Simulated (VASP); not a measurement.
These are PBE GGA, VASP's PBE PAW potentials (set 64) (plane waves; VASP) values and carry that method's errors.

Input for VASP

### INCAR
```
! general
SYSTEM   =  Zn33Se32
PREC     =  Normal
ENCUT    =  400
LREAL    =  Auto
LASPH    =  .TRUE.
ISYM     =  0

! electronic loop
EDIFF    =  1E-5
NELM     =  100
NELMIN   =  4
ALGO     =  Fast
LMAXMIX  =  4

! smearing
ISMEAR   =  0
SIGMA    =  0.05

! functional
GGA      =  PE

! ions
IBRION   =  2
NSW      =  60
ISIF     =  2
EDIFFG   =  -0.03

! output
LWAVE    =  .FALSE.
LCHARG   =  .FALSE.
```

**KPOINTS**
```
Automatic mesh
0
Gamma
1 1 1
0 0 0
```

### POSCAR
```
Zn33Se32
1
   11.4825331920     0.0000000000     0.0000000000
    0.0000000000    11.4825331920     0.0000000000
   -0.0000000000    -0.0000000000    11.4825331920
Zn Se
33 32
Direct
  0.5000000000   0.0000000000   0.0000000000
  0.7500000000   0.2500000000   0.0000000000
  0.7500000000   0.0000000000   0.2500000000
  0.0000000000   0.0000000000   0.0000000000
  0.2500000000   0.2500000000   0.0000000000
  0.5000000000   0.5000000000   0.0000000000
  0.7500000000   0.7500000000   0.0000000000
  0.2500000000   0.0000000000   0.2500000000
  0.4978580000   0.2462030000   0.2537670000
  0.7500000000   0.5000000000   0.2500000000
  0.5000000000   0.0000000000   0.5000000000
  0.7500000000   0.2500000000   0.5000000000
  0.7500000000   0.0000000000   0.7500000000
  0.0000000000   0.5000000000   0.0000000000
  0.2500000000   0.7500000000   0.0000000000
  0.0000000000   0.2500000000   0.2500000000
  0.2472600000   0.5019780000   0.2510360000
  0.5000000000   0.7500000000   0.2500000000
  0.0000000000   0.0000000000   0.5000000000
  0.2535020000   0.2492960000   0.5004590000
  0.4995310000   0.4975700000   0.5034010000
  0.7500000000   0.7500000000   0.5000000000
  0.2500000000   0.0000000000   0.7500000000
  0.5000000000   0.2500000000   0.7500000000
  0.7500000000   0.5000000000   0.7500000000
  0.0000000000   0.7500000000   0.2500000000
  0.0000000000   0.5000000000   0.5000000000
  0.2500000000   0.7500000000   0.5000000000
  0.0000000000   0.2500000000   0.7500000000
  0.2500000000   0.5000000000   0.7500000000
  0.5000000000   0.7500000000   0.7500000000
  0.0000000000   0.7500000000   0.7500000000
  0.3760800000   0.3774440000   0.3753860000
  0.6250000000   0.1250000000   0.1250000000
  0.8750000000   0.3750000000   0.1250000000
  0.8750000000   0.1250000000   0.3750000000
  0.1250000000   0.1250000000   0.1250000000
  0.3740090000   0.3735490000   0.1251170000
  0.6250000000   0.6250000000   0.1250000000
  0.8750000000   0.8750000000   0.1250000000
  0.3712600000   0.1208730000   0.3719350000
  0.6254110000   0.3791210000   0.3785040000
  0.8750000000   0.6250000000   0.3750000000
  0.6250000000   0.1250000000   0.6250000000
  0.8750000000   0.3750000000   0.6250000000
  0.8750000000   0.1250000000   0.8750000000
  0.1250000000   0.6250000000   0.1250000000
  0.3750000000   0.8750000000   0.1250000000
  0.1260370000   0.3729310000   0.3765410000
  0.3759330000   0.6266830000   0.3753560000
  0.6250000000   0.8750000000   0.3750000000
  0.1250000000   0.1250000000   0.6250000000
  0.3760700000   0.3791300000   0.6264600000
  0.6250000000   0.6250000000   0.6250000000
  0.8750000000   0.8750000000   0.6250000000
  0.3750000000   0.1250000000   0.8750000000
  0.6250000000   0.3750000000   0.8750000000
  0.8750000000   0.6250000000   0.8750000000
  0.1250000000   0.8750000000   0.3750000000
  0.1250000000   0.6250000000   0.6250000000
  0.3750000000   0.8750000000   0.6250000000
  0.1250000000   0.3750000000   0.8750000000
  0.3750000000   0.6250000000   0.8750000000
  0.6250000000   0.8750000000   0.8750000000
  0.1250000000   0.8750000000   0.8750000000
```

POTCAR, in this order: Zn Se (PBE.64 set). Program: vasp_gam.

What VASP printed:

**OSZICAR**
```
...
RMM:   3    -0.190148344598E+03   -0.28131E-02   -0.39207E-02   708   0.342E-01    0.231E-01
RMM:   4    -0.190148615371E+03   -0.27077E-03   -0.68906E-03   728   0.173E-01    0.199E-01
RMM:   5    -0.190148520769E+03    0.94602E-04   -0.14925E-03   704   0.720E-02    0.578E-02
RMM:   6    -0.190148547843E+03   -0.27075E-04   -0.35436E-04   700   0.297E-02    0.281E-02
RMM:   7    -0.190148541114E+03    0.67298E-05   -0.83802E-05   558   0.163E-02
   3 F= -.19014854E+03 E0= -.19014854E+03  d E =-.313226E+00
       N       E                     dE             d eps       ncg     rms          rms(c)
DAV:   1    -0.190184562640E+03   -0.36015E-01   -0.88677E+00   720   0.500E+00    0.696E-01
RMM:   2    -0.190198017704E+03   -0.13455E-01   -0.15277E-01   704   0.612E-01    0.250E-01
RMM:   3    -0.190199544116E+03   -0.15264E-02   -0.18837E-02   704   0.227E-01    0.179E-01
RMM:   4    -0.190199590311E+03   -0.46195E-04   -0.26882E-03   722   0.104E-01    0.141E-01
RMM:   5    -0.190199541918E+03    0.48394E-04   -0.76825E-04   704   0.528E-02    0.382E-02
RMM:   6    -0.190199556402E+03   -0.14485E-04   -0.14226E-04   634   0.197E-02    0.241E-02
RMM:   7    -0.190199551121E+03    0.52814E-05   -0.60701E-05   535   0.128E-02
   4 F= -.19019955E+03 E0= -.19019955E+03  d E =-.510100E-01
       N       E                     dE             d eps       ncg     rms          rms(c)
DAV:   1    -0.190202693637E+03   -0.31372E-02   -0.16124E+01   720   0.674E+00    0.932E-01
RMM:   2    -0.190227166607E+03   -0.24473E-01   -0.27737E-01   704   0.830E-01    0.327E-01
RMM:   3    -0.190229964837E+03   -0.27982E-02   -0.34132E-02   704   0.307E-01    0.244E-01
RMM:   4    -0.190230054902E+03   -0.90065E-04   -0.49099E-03   721   0.142E-01    0.191E-01
RMM:   5    -0.190229968212E+03    0.86689E-04   -0.14254E-03   704   0.713E-02    0.496E-02
RMM:   6    -0.190229994080E+03   -0.25868E-04   -0.25877E-04   706   0.266E-02    0.320E-02
RMM:   7    -0.190229983368E+03    0.10712E-04   -0.99780E-05   574   0.165E-02    0.100E-02
RMM:   8    -0.190229984343E+03   -0.97463E-06   -0.19245E-05   446   0.734E-03
   5 F= -.19022998E+03 E0= -.19022998E+03  d E =-.814432E-01
       N       E                     dE             d eps       ncg     rms          rms(c)
DAV:   1    -0.190229367994E+03    0.61537E-03   -0.19268E+00   744   0.233E+00    0.312E-01
RMM:   2    -0.190232237615E+03   -0.28696E-02   -0.32485E-02   704   0.280E-01    0.110E-01
RMM:   3    -0.190232570067E+03   -0.33245E-03   -0.40015E-03   704   0.104E-01    0.808E-02
RMM:   4    -0.190232579312E+03   -0.92447E-05   -0.56849E-04   718   0.472E-02    0.608E-02
RMM:   5    -0.190232570561E+03    0.87505E-05   -0.15746E-04   663   0.243E-02    0.176E-02
RMM:   6    -0.190232573671E+03   -0.31100E-05   -0.30290E-05   469   0.899E-03
   6 F= -.19023257E+03 E0= -.19023257E+03  d E =-.840326E-01
       N       E                     dE             d eps       ncg     rms          rms(c)
DAV:   1    -0.190242627000E+03   -0.10056E-01   -0.10062E+01   728   0.502E+00    0.385E-01
RMM:   2    -0.190247216558E+03   -0.45896E-02   -0.50872E-02   704   0.436E-01    0.166E-01
RMM:   3    -0.190247807186E+03   -0.59063E-03   -0.69689E-03   705   0.153E-01    0.110E-01
RMM:   4    -0.190247841973E+03   -0.34786E-04   -0.10820E-03   715   0.742E-02    0.907E-02
RMM:   5    -0.190247817859E+03    0.24114E-04   -0.30755E-04   704   0.341E-02    0.231E-02
RMM:   6    -0.190247821954E+03   -0.40951E-05   -0.61236E-05   554   0.132E-02
   7 F= -.19024782E+03 E0= -.19024782E+03  d E =-.152483E-01
       N       E                     dE             d eps       ncg     rms          rms(c)
DAV:   1    -0.190248642395E+03   -0.82454E-03   -0.28242E+00   760   0.266E+00    0.207E-01
RMM:   2    -0.190249944213E+03   -0.13018E-02   -0.14380E-02   704   0.230E-01    0.879E-02
RMM:   3    -0.190250117778E+03   -0.17357E-03   -0.20056E-03   707   0.818E-02    0.596E-02
RMM:   4    -0.190250128060E+03   -0.10282E-04   -0.30797E-04   714   0.399E-02    0.476E-02
RMM:   5    -0.190250121584E+03    0.64759E-05   -0.86096E-05   599   0.184E-02
   8 F= -.19025012E+03 E0= -.19025012E+03  d E =-.175479E-01
       N       E                     dE             d eps       ncg     rms          rms(c)
DAV:   1    -0.190252729945E+03   -0.26019E-02   -0.21521E+00   720   0.253E+00    0.236E-01
RMM:   2    -0.190254424372E+03   -0.16944E-02   -0.18933E-02   704   0.242E-01    0.767E-02
RMM:   3    -0.190254647411E+03   -0.22304E-03   -0.24902E-03   707   0.897E-02    0.662E-02
RMM:   4    -0.190254655338E+03   -0.79269E-05   -0.32924E-04   717   0.388E-02    0.503E-02
RMM:   5    -0.190254649447E+03    0.58907E-05   -0.10809E-04   635   0.197E-02    0.118E-02
RMM:   6    -0.190254650921E+03   -0.14734E-05   -0.17654E-05   437   0.786E-03
   9 F= -.19025465E+03 E0= -.19025465E+03  d E =-.452934E-02
       N       E                     dE             d eps       ncg     rms          rms(c)
DAV:   1    -0.190254789174E+03   -0.13973E-03   -0.18120E+00   720   0.232E+00    0.217E-01
RMM:   2    -0.190256244356E+03   -0.14552E-02   -0.16209E-02   704   0.224E-01    0.711E-02
RMM:   3    -0.190256432083E+03   -0.18773E-03   -0.21153E-03   707   0.828E-02    0.626E-02
RMM:   4    -0.190256438400E+03   -0.63171E-05   -0.28457E-04   714   0.365E-02    0.476E-02
RMM:   5    -0.190256432863E+03    0.55371E-05   -0.95359E-05   607   0.185E-02
  10 F= -.19025643E+03 E0= -.19025643E+03  d E =-.631128E-02
       N       E                     dE             d eps       ncg     rms          rms(c)
DAV:   1    -0.190256412748E+03    0.25653E-04   -0.12957E-01   760   0.620E-01    0.616E-02
RMM:   2    -0.190256514996E+03   -0.10225E-03   -0.11934E-03   704   0.602E-02    0.219E-02
RMM:   3    -0.190256530636E+03   -0.15640E-04   -0.16652E-04   664   0.227E-02    0.170E-02
RMM:   4    -0.190256531590E+03   -0.95439E-06   -0.22695E-05   448   0.101E-02
  11 F= -.19025653E+03 E0= -.19025653E+03  d E =-.641001E-02
       N       E                     dE             d eps       ncg     rms          rms(c)
DAV:   1    -0.190256791496E+03   -0.26086E-03   -0.21883E+00   720   0.252E+00    0.257E-01
RMM:   2    -0.190258707387E+03   -0.19159E-02   -0.21131E-02   704   0.246E-01    0.755E-02
RMM:   3    -0.190258957548E+03   -0.25016E-03   -0.27036E-03   707   0.914E-02    0.680E-02
RMM:   4    -0.190258967510E+03   -0.99623E-05   -0.35853E-04   717   0.403E-02    0.508E-02
RMM:   5    -0.190258961880E+03    0.56308E-05   -0.11114E-04   615   0.204E-02    0.112E-02
RMM:   6    -0.190258963401E+03   -0.15215E-05   -0.18190E-05   441   0.809E-03
  12 F= -.19025896E+03 E0= -.19025896E+03  d E =-.243181E-02
       N       E                     dE             d eps       ncg     rms          rms(c)
DAV:   1    -0.190258932108E+03    0.29771E-04   -0.13736E-01   760   0.631E-01    0.647E-02
RMM:   2    -0.190259060902E+03   -0.12879E-03   -0.14118E-03   704   0.647E-02    0.198E-02
RMM:   3    -0.190259077451E+03   -0.16550E-04   -0.17936E-04   664   0.238E-02    0.186E-02
RMM:   4    -0.190259078304E+03   -0.85232E-06   -0.25480E-05   455   0.112E-02
  13 F= -.19025908E+03 E0= -.19025908E+03  d E =-.254671E-02
       N       E                     dE             d eps       ncg     rms          rms(c)
DAV:   1    -0.190259098739E+03   -0.21288E-04   -0.48333E-01   720   0.116E+00    0.182E-01
RMM:   2    -0.190259976587E+03   -0.87785E-03   -0.97123E-03   704   0.160E-01    0.528E-02
RMM:   3    -0.190260071882E+03   -0.95295E-04   -0.11640E-03   704   0.610E-02    0.425E-02
RMM:   4    -0.190260077498E+03   -0.56161E-05   -0.17601E-04   695   0.279E-02    0.327E-02
RMM:   5    -0.190260074626E+03    0.28717E-05   -0.44933E-05   532   0.138E-02
  14 F= -.19026007E+03 E0= -.19026007E+03  d E =-.996322E-03
```

**OUTCAR**
```
------------------------ aborting loop because EDIFF is reached ----------------------------------------
  FORCE on cell =-STRESS in cart. coord.  units (eV):
  Direction    XX          YY          ZZ          XY          YZ          ZX
  --------------------------------------------------------------------------------------
  Total       11.0566337     11.0454436     11.0489493      0.0239106     -0.0247392      0.0703850
  in kB       11.7009299     11.6890876     11.6927977      0.0253039     -0.0261808      0.0744865
  external PRESSURE =      11.6942717 kB  Pullay stress =       0.0000000 kB
  volume of cell :     1513.96
      direct lattice vectors                 reciprocal lattice vectors
    11.482533192  0.000000000  0.000000000     0.087088797  0.000000000  0.000000000
     0.000000000 11.482533192  0.000000000     0.000000000  0.087088797  0.000000000
     0.000000000  0.000000000 11.482533192     0.000000000  0.000000000  0.087088797
  FREE ENERGIE OF THE ION-ELECTRON SYSTEM (eV)
  ---------------------------------------------------
  free  energy   TOTEN  =      -190.2600746261 eV

  energy  without entropy=     -190.2600746261  energy(sigma->0) =     -190.26007463

 reached required accuracy - stopping structural energy minimisation
```
(Selected blocks of OUTCAR.)

File CONTCAR:
```
Zn33Se32
   1.00000000000000
    11.4825331920000000    0.0000000000000000    0.0000000000000000
     0.0000000000000000   11.4825331920000000    0.0000000000000000
     0.0000000000000000    0.0000000000000000   11.4825331920000000
  Zn              Se
    33    32
Direct
     0.4982480423189575    0.9981188634177621    0.9982548608420364
     0.7519236630482226    0.2516857594127255    0.9982982605281810
     0.7518613070384910    0.9981041988908266    0.2518016686718963
     0.9995359132033880    0.9997212552477684    0.9996801806240060
     0.2487200981016269    0.2487339064385639    0.9991646409370457
     0.5012175887526364    0.5011629882027501    0.9991328797066918
     0.7502917927679653    0.7503915139937871    0.9997482073795695
     0.2482298324972613    0.9982743851303791    0.2484324442912003
     0.5078126460379289    0.2413426516347121    0.2428429711887446
     0.7510176006969825    0.5012393083329513    0.2488081691544228
     0.5015233968768230    0.9983339214263216    0.5016461974906514
     0.7513137493390883    0.2485975601741151    0.5015349080074438
     0.7503286959212742    0.9996646030707250    0.7504961913120962
     0.9977798574570304    0.4982013539386258    0.9980634722682294
     0.2517639159269476    0.7521296979574886    0.9979635147832430
     0.9988369005510488    0.2486506296943453    0.2488828177368896
     0.2413923128489634    0.5084832710870936    0.2416536238915957
     0.5012789517982951    0.7510970789300978    0.2487593802228421
     0.9982103781842139    0.9982841163865039    0.4985028452335520
     0.2429496762703758    0.2417909209795649    0.5082928326530859
     0.5083296045250754    0.5082886401592686    0.5087761706420809
     0.7521230384138559    0.7520855299306693    0.4983587409460126
     0.2515866920922338    0.9981154779270258    0.7521333631921160
     0.5015713527323816    0.2484609683872317    0.7517161539012933
     0.7520029390832128    0.4982578802531808    0.7522021064766549
     0.9975984932443417    0.7520872863637803    0.2518867552656016
     0.9987717493097082    0.5012526600252482    0.5014674876713445
     0.2485682057363699    0.7512565944852534    0.5015190286308073
     0.9980785269421587    0.2516988724588860    0.7521125483154609
     0.2483577296874588    0.5016067423125899    0.7517181092638969
     0.4982030916639583    0.7520252712889143    0.7523640418581237
     0.9996028305166945    0.7503949479376134    0.7504181678048805
     0.3749329925543923    0.3757809534029740    0.3753007474019176
     0.6286930270353293    0.1212878340175526    0.1214114748699169
     0.8749718398120065    0.3749707085081445    0.1252920005307191
     0.8749933457226970    0.1250628541771312    0.3751193173886940
     0.1247304044458280    0.1247794971876606    0.1249052770599068
     0.3749352120567429    0.3750025556457093    0.1240640384783166
     0.6251642578987252    0.6251744386952226    0.1248824919303234
     0.8749040672011815    0.8750899147482771    0.1247373878101266
     0.3749669800384805    0.1223690360516934    0.3751849698962857
     0.6263422837267222    0.3749418056599145    0.3753461677039915
     0.8749099815488661    0.6247973782938878    0.3751280219292372
     0.6251729680067188    0.1247242758607518    0.6253350548469832
     0.8750078215756074    0.3749773590992832    0.6250790756639091
     0.8749603883759808    0.1247516883029579    0.8750863726504072
     0.1207027968042972    0.6292623938926506    0.1209379170082574
     0.3749962537498154    0.8748910525578973    0.1251441626161587
     0.1237762540643609    0.3750075505179765    0.3751294558995543
     0.3748754033493162    0.6262596783276808    0.3751378917279044
     0.6249654155164905    0.8748652384655320    0.3750455079158311
     0.1213458051018194    0.1213893999189998    0.6288352555459084
     0.3752509772231289    0.3751996322039956    0.6274660195077929
     0.6290127329752483    0.6291824178123236    0.6292112160248325
     0.8750750262142869    0.8751451410419734    0.6253871187464424
     0.3749243532711146    0.1250603043276579    0.8752647096858377
     0.6249873216777139    0.3750167439693594    0.8752759404060132
     0.8749689970551129    0.6253515465064953    0.8751060932284279
     0.1248744341342208    0.8748484714238123    0.3751553600531484
     0.1246808668818082    0.6252099245605136    0.6253520061528202
     0.3749147209156943    0.8748983284571162    0.6251841929312988
     0.1250131895619284    0.3749211683284243    0.8752837967014682
     0.3749999967772716    0.6248832015779259    0.8752706567739399
     0.6252591451538810    0.8750845191374900    0.8751800757423340
     0.1246111659882346    0.8750521314442509    0.8750894842796000
```

The supercell is sampled at Γ alone, which is coarse: total energies, pressure and levels can be off, energies of defects by several tenths of an eV.

The cell is a supercell with a defect, built from ZnSe (zinc blende): Zn_i. The run is not spin-polarised, so no state with unpaired spins was tried.
